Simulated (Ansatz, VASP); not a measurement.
# TaN in two plane-wave programs

Wanted: the spread between two codes on one cell, functional and k mesh. The cell is taken from a series of runs on this material, whose earlier steps may have relaxed, scaled, displaced or heated it; both programs get it as it stands.

Main program and level: Ansatz 0.2.0; plane waves, with VASP 6.6.1 beside it; zone-centre phonons at PBEsol.

## 1. The starting structure

The structure is tetragonal, space group I4/mmm (No. 139). The conventional cell has a = 3.088 Å, b = 3.088 Å, c = 4.419 Å, α = 90.00°, β = 90.00°, γ = 90.00°. Nearest to N lie 6 Ta at 2.18 to 2.21 Å. Ta has 6 N at 2.18 to 2.21 Å nearest. Farther neighbours and most contacts between anions are not listed.

As a file:

```xyz
2
Lattice="0.0000 2.1836 2.2093 2.1836 0.0000 2.2093 2.1836 2.1836 0.0000" Properties=species:S:1:pos:R:3 pbc="T T T"
N     0.0000    0.0000    0.0000
Ta    2.1836    2.1836    2.2093
```

## 2. VASP: zone-centre phonons, PBEsol, pair 1

Second derivatives magnify differences that forces hide, and they need a tight electronic threshold.

Lines of VASP's logs that name or quote its potential files are left out, and so is its time.

The input, INCAR:

```
SYSTEM = TaN
PREC = Accurate
ENCUT = 600
EDIFF = 1E-08
NELM = 120
ISMEAR = 1
SIGMA = 0.2
LREAL = .FALSE.
ALGO = Normal
GGA = PS
NBANDS = 14
LASPH = .TRUE.
LORBIT = 11
LWAVE = .FALSE.
LCHARG = .FALSE.
ISIF = 2
IBRION = 8
GGA_COMPAT = .FALSE.
KPAR = 2
```

The input, POSCAR:

```
TaN
1.0
    0.0000000000      2.1835710708      2.2092676618
    2.1835710708      0.0000000000      2.2092676618
    2.1835710708      2.1835710708      0.0000000000
N Ta
1 1
Direct
    0.0000000000      0.0000000000      0.0000000000
    0.5000000000      0.5000000000      0.5000000000
```

The input, KPOINTS:

```
Automatic mesh
0
Gamma
16 16 16
0 0 0
```

Potentials, in the order of the species: N and Ta_pv (PBE family, release 64).

On the command line:

```bash
mpirun -np 2 vasp_std
```

Numbers of over 12 decimals in the logs are rounded to 6 here.

Log:

```text
[banner, memory and clock lines left out]
running    2 mpi-ranks, on    1 nodes
 distrk:  each k-point on    1 cores,    2 groups
 distr:  one band on    1 cores,    1 groups

 POSCAR found type information on POSCAR N Ta
 POSCAR found :  2 types and       2 ions
|                                                                             |
|               ----> ADVICE to this user running VASP <----                  |
|                                                                             |
|     You enforced a specific xc type in the INCAR file but a different       |
|     [... a line on the potential file left out ...]
|     I HOPE YOU KNOW WHAT YOU ARE DOING!                                     |
|                                                                             |

 LDA part: xc-table for (Slater+PW92), standard interpolation
 POSCAR, INCAR and KPOINTS ok, starting setup
 FFT: planning ... GRIDC
 FFT: planning ... GRID_SOFT
 FFT: planning ... GRID
 WAVECAR not read
 entering main loop
       N       E                     dE             d eps       ncg     rms          rms(c)
DAV:   1     0.977865720482E+02    0.97787E+02   -0.97543E+03  9772   0.135E+03
DAV:   2    -0.226046382329E+02   -0.12039E+03   -0.11326E+03 11872   0.344E+02
DAV:   3    -0.259825885798E+02   -0.33780E+01   -0.33371E+01 11392   0.544E+01
DAV:   4    -0.260006589965E+02   -0.18070E-01   -0.18061E-01 11284   0.411E+00
DAV:   5    -0.260007691268E+02   -0.11013E-03   -0.11013E-03 11420   0.304E-01    0.248E+01
DAV:   6    -0.233340886639E+02    0.26667E+01   -0.57121E+00 11602   0.277E+01    0.104E+01
DAV:   7    -0.232476805533E+02    0.86408E-01   -0.38540E-01 12034   0.602E+00    0.712E+00
DAV:   8    -0.232133036627E+02    0.34377E-01   -0.13937E-01 11638   0.345E+00    0.153E+00
DAV:   9    -0.232086348499E+02    0.46688E-02   -0.14033E-02 10954   0.105E+00    0.378E-01
DAV:  10    -0.232084908500E+02    0.14400E-03   -0.54439E-04 13228   0.288E-01    0.127E-01
DAV:  11    -0.232084527446E+02    0.38105E-04   -0.69345E-05 11164   0.869E-02    0.194E-02
DAV:  12    -0.232084526466E+02    0.98027E-07   -0.37070E-06 12850   0.201E-02    0.181E-03
DAV:  13    -0.232084525208E+02    0.12581E-06   -0.13387E-07 10834   0.320E-03    0.678E-04
DAV:  14    -0.232084525099E+02    0.10928E-07   -0.47676E-09  8024   0.902E-04    0.497E-04
DAV:  15    -0.232084525036E+02    0.62612E-08   -0.98428E-10  5684   0.459E-04
   1 F= -.23208453E+02 E0= -.23207803E+02  d E =-.194878E-02
 Linear response reoptimize wavefunctions to high precision
DAV:   1    -0.232084525034E+02    0.16848E-09   -0.58500E-11  7238   0.787E-05
DAV:   2    -0.232084525034E+02    0.00000E+00   -0.52183E-12  5504   0.217E-05
 Linear response DOF=           4
 Linear response progress:
  Degree of freedom:   1/  4
       N       E                     dE             d eps       ncg     rms          rms(c)
RMM:   1    -0.235410287131E+00   -0.23541E+00    0.15302E-01 38258   0.298E+00
RMM:   2    -0.231319079357E+00    0.40912E-02   -0.40990E-03 29440   0.516E-01    0.149E-01
RMM:   3    -0.232195109477E+00   -0.87603E-03   -0.85354E-04 26709   0.181E-01    0.763E-02
RMM:   4    -0.233517332586E+00   -0.13222E-02   -0.42606E-04 27226   0.126E-01    0.228E-02
RMM:   5    -0.233617737929E+00   -0.10041E-03   -0.20483E-05 30917   0.356E-02    0.261E-03
RMM:   6    -0.233617656258E+00    0.81671E-07   -0.20558E-06 30957   0.768E-03    0.101E-03
RMM:   7    -0.233607794593E+00    0.98617E-05   -0.18082E-07 30955   0.226E-03    0.402E-04
RMM:   8    -0.233609384872E+00   -0.15903E-05   -0.31719E-08 32825   0.798E-04    0.108E-04
RMM:   9    -0.233608226186E+00    0.11587E-05   -0.67155E-09 32154   0.287E-04    0.301E-05
RMM:  10    -0.233608052306E+00    0.17388E-06    0.37464E-09 35413   0.884E-05    0.175E-05
RMM:  11    -0.233608043958E+00    0.83475E-08    0.51657E-10 33269   0.252E-05    0.101E-05
 first order change of Fermi-energy  -0.85356E-04
 force on displaced ion       1 direction 1 :  -8.256   0.000   0.000
 Linear response progress:
  Degree of freedom:   2/  4
       N       E                     dE             d eps       ncg     rms          rms(c)
RMM:   1    -0.234061847358E+00   -0.23406E+00    0.15530E-01 21297   0.294E+00
RMM:   2    -0.230385111972E+00    0.36767E-02   -0.38639E-03 16520   0.500E-01    0.143E-01
RMM:   3    -0.231244920687E+00   -0.85981E-03   -0.81395E-04 14885   0.175E-01    0.729E-02
RMM:   4    -0.232527635827E+00   -0.12827E-02   -0.40755E-04 15190   0.123E-01    0.218E-02
RMM:   5    -0.232614348825E+00   -0.86713E-04   -0.19582E-05 17336   0.344E-02    0.245E-03
RMM:   6    -0.232611525964E+00    0.28229E-05   -0.19250E-06 17334   0.720E-03    0.954E-04
RMM:   7    -0.232602707193E+00    0.88188E-05   -0.17730E-07 17538   0.208E-03    0.401E-04
RMM:   8    -0.232603269205E+00   -0.56201E-06   -0.11445E-08 18815   0.654E-04    0.201E-04
RMM:   9    -0.232602771146E+00    0.49806E-06   -0.31410E-09 19169   0.247E-04    0.178E-05
RMM:  10    -0.232602578879E+00    0.19227E-06    0.12523E-09 18901   0.682E-05    0.144E-05
RMM:  11    -0.232602575166E+00    0.37131E-08   -0.16881E-09 18697   0.266E-05    0.362E-06
 first order change of Fermi-energy  -0.42913E-03
 force on displaced ion       1 direction 3 :   0.000   0.000  -6.488
 Linear response progress:
  Degree of freedom:   3/  4
       N       E                     dE             d eps       ncg     rms          rms(c)
RMM:   1    -0.136506908774E+00   -0.13651E+00    0.11514E+01 18231   0.245E+01
RMM:   2    -0.165228899608E+00   -0.28722E-01   -0.26490E-02 27359   0.149E+00    0.113E-01
RMM:   3    -0.164471608127E+00    0.75729E-03   -0.19838E-03 31925   0.290E-01    0.517E-02
RMM:   4    -0.163955731137E+00    0.51588E-03   -0.16466E-04 34244   0.923E-02    0.187E-02
RMM:   5    -0.163751239485E+00    0.20449E-03   -0.15916E-05 34395   0.249E-02    0.495E-03
RMM:   6    -0.163735022747E+00    0.16217E-04   -0.20340E-06 33134   0.860E-03    0.862E-04
RMM:   7    -0.163731278374E+00    0.37444E-05   -0.13156E-06 34931   0.246E-03    0.339E-04
RMM:   8    -0.163733035959E+00   -0.17576E-05   -0.29669E-07 36743   0.859E-04    0.807E-05
RMM:   9    -0.163733784389E+00   -0.74843E-06   -0.19005E-07 35629   0.319E-04    0.451E-05
RMM:  10    -0.163734355579E+00   -0.57119E-06   -0.96505E-08 32337   0.204E-04    0.775E-06
RMM:  11    -0.163734390986E+00   -0.35407E-07   -0.50331E-08 37110   0.929E-05    0.772E-06
RMM:  12    -0.163734378435E+00    0.12551E-07   -0.30143E-08 33983   0.487E-05    0.760E-07
RMM:  13    -0.163734387556E+00   -0.91205E-08   -0.14552E-08 33309   0.252E-05    0.722E-07
 first order change of Fermi-energy   0.21024E-03
 force on displaced ion       2 direction 1 :  -8.259   0.000   0.000
 Linear response progress:
  Degree of freedom:   4/  4
       N       E                     dE             d eps       ncg     rms          rms(c)
RMM:   1    -0.137287472047E+00   -0.13729E+00    0.11504E+01 10368   0.244E+01
RMM:   2    -0.165541658537E+00   -0.28254E-01   -0.26575E-02 15328   0.149E+00    0.106E-01
RMM:   3    -0.164863584561E+00    0.67807E-03   -0.20180E-03 17804   0.285E-01    0.488E-02
RMM:   4    -0.164389243154E+00    0.47434E-03   -0.15628E-04 19061   0.866E-02    0.187E-02
RMM:   5    -0.164182183988E+00    0.20706E-03   -0.15875E-05 19180   0.240E-02    0.439E-03
RMM:   6    -0.164175042784E+00    0.71412E-05   -0.25319E-06 18359   0.835E-03    0.800E-04
RMM:   7    -0.164172810584E+00    0.22322E-05   -0.12811E-06 19658   0.238E-03    0.361E-04
RMM:   8    -0.164173987083E+00   -0.11765E-05   -0.58741E-07 20230   0.829E-04    0.103E-04
RMM:   9    -0.164174938662E+00   -0.95158E-06   -0.51990E-07 20714   0.318E-04    0.463E-05
RMM:  10    -0.164175500093E+00   -0.56143E-06   -0.22935E-07 17906   0.207E-04    0.686E-06
RMM:  11    -0.164175514885E+00   -0.14792E-07   -0.17328E-07 21251   0.831E-05    0.565E-06
RMM:  12    -0.164175512659E+00    0.22252E-08   -0.75396E-08 18996   0.420E-05    0.167E-06
 first order change of Fermi-energy   0.53543E-03
 force on displaced ion       2 direction 3 :   0.000   0.000  -6.490
 Linear response finished
```

From OUTCAR (step 2):

```text
ion  position               nearest neighbor table
   1  0.000  0.000  0.000-   2 2.18   2 2.18   2 2.18   2 2.18   2 2.21   2 2.21
   2  0.500  0.500  0.500-   1 2.18   1 2.18   1 2.18   1 2.18   1 2.21   1 2.21

  LATTYP: Found a body centered tetragonal cell.
 ALAT       =     3.0880358227
 C/A-ratio  =     1.4308562391

 Subroutine GETGRP returns: Found 16 space group operations
 (whereof 16 operations were pure point group operations)

The static configuration has the point symmetry D_4h.

 Found    349 irreducible k-points:

   k-points           NKPTS =    349   k-points in BZ     NKDIM =    349   number of bands    NBANDS=     14

   dimension x,y,z NGX =    28 NGY =   28 NGZ =   28
   dimension x,y,z NGXF=    56 NGYF=   56 NGZF=   56

   ENCUT  =  600.0 eV  44.10 Ry    6.64 a.u.   6.20  6.20  6.17*2*pi/ulx,y,z

   NELECT =      16.0000    total number of electrons

 k-points in reciprocal lattice and weights: Automatic mesh
   0.00000000  0.00000000  0.00000000       0.000
   0.06250000 -0.00000000  0.00000000       0.002
   0.12500000 -0.00000000  0.00000000       0.002
   0.18750000 -0.00000000  0.00000000       0.002
   0.25000000 -0.00000000  0.00000000       0.002
   0.31250000 -0.00000000  0.00000000       0.002
   0.37500000 -0.00000000  0.00000000       0.002
   0.43750000  0.00000000  0.00000000       0.002
   0.50000000 -0.00000000  0.00000000       0.001
[...]
-0.31250000  0.18750000  0.50000000       0.001
  -0.25000000  0.25000000  0.50000000       0.000

 average (electrostatic) potential at core
       1 -61.2574       2 -34.4787

  Total        0.1481466      0.1481466     -0.7149065      0.0000000      0.0000000     -0.0000000
  in kB       11.2665055     11.2665055    -54.3684358      0.0000000      0.0000000     -0.0000000
  external PRESSURE =     -10.6118082 kB  Pullay stress =       0.0000000 kB

  energy-cutoff  :      600.00
  volume of cell :       21.07
      direct lattice vectors                 reciprocal lattice vectors
     0.000000000  2.183571071  2.209267662    -0.228982700  0.228982700  0.226319340
     2.183571071  0.000000000  2.209267662     0.228982700 -0.228982700  0.226319340
     2.183571071  2.183571071  0.000000000     0.228982700  0.228982700 -0.226319340

 POSITION                                       TOTAL-FORCE (eV/Angst)
 -----------------------------------------------------------------------------------
      0.00000      0.00000      0.00000         0.000000     -0.000000     -0.000000
      2.18357      2.18357      2.20927        -0.000000      0.000000      0.000000
 -----------------------------------------------------------------------------------
    total drift:                                0.000000      0.000000      0.000000

 Eigenvectors and eigenvalues of the dynamical matrix
 ----------------------------------------------------

   1 f  =   12.460652 THz    78.292586 2PiTHz  415.642613 cm-1    51.533093 meV
             X         Y         Z           dx          dy          dz
      0.000000  0.000000  0.000000     0.000000    0.963406    0.000000
      2.183571  2.183571  2.209268     0.000000   -0.268046   -0.000000

   2 f  =   12.460652 THz    78.292586 2PiTHz  415.642613 cm-1    51.533093 meV
             X         Y         Z           dx          dy          dz
      0.000000  0.000000  0.000000     0.963406   -0.000000    0.000000
      2.183571  2.183571  2.209268    -0.268046    0.000000    0.000000

   3 f  =   11.046156 THz    69.405043 2PiTHz  368.460095 cm-1    45.683209 meV
             X         Y         Z           dx          dy          dz
      0.000000  0.000000  0.000000    -0.000000    0.000000   -0.963411
      2.183571  2.183571  2.209268    -0.000000    0.000000    0.268029

   4 f/i=    0.000443 THz     0.002782 2PiTHz    0.014770 cm-1     0.001831 meV
             X         Y         Z           dx          dy          dz
      0.000000  0.000000  0.000000    -0.000000   -0.000000    0.268029
      2.183571  2.183571  2.209268    -0.000000   -0.000000    0.963411

   5 f/i=    0.000716 THz     0.004499 2PiTHz    0.023883 cm-1     0.002961 meV
             X         Y         Z           dx          dy          dz
      0.000000  0.000000  0.000000    -0.051499   -0.263052   -0.000000
      2.183571  2.183571  2.209268    -0.185096   -0.945458   -0.000000

   6 f/i=    0.000716 THz     0.004499 2PiTHz    0.023883 cm-1     0.002961 meV
             X         Y         Z           dx          dy          dz
      0.000000  0.000000  0.000000    -0.263052    0.051499    0.000000
      2.183571  2.183571  2.209268    -0.945458    0.185096    0.000000

 ELASTIC MODULI CONTR FROM IONIC RELAXATION (kBar)
 Direction    XX          YY          ZZ          XY          YZ          ZX
 --------------------------------------------------------------------------------
 XX           0.0000      0.0000      0.0000      0.0000      0.0000      0.0000
 YY           0.0000      0.0000      0.0000      0.0000      0.0000      0.0000
 ZZ           0.0000      0.0000      0.0000      0.0000      0.0000      0.0000
 XY           0.0000      0.0000      0.0000      0.0000      0.0000      0.0000
 YZ           0.0000      0.0000      0.0000      0.0000      0.0000      0.0000
 ZX           0.0000      0.0000      0.0000      0.0000      0.0000      0.0000
 --------------------------------------------------------------------------------
```

(Continued in part 2 of 2.)

[Lines on the potential files, build, host, timing and source positions are cut from VASP's logs without a mark.]

[Logs are printed without paths, hosts, clocks, repeated set-up lines and the standing remarks that a program may print on its own settings, such as how far it seeks lower states.]

[Hosts, paths, dates, database ids (printed as entryN), source tags and the programs' standing remarks are cut or masked in the printed files.]
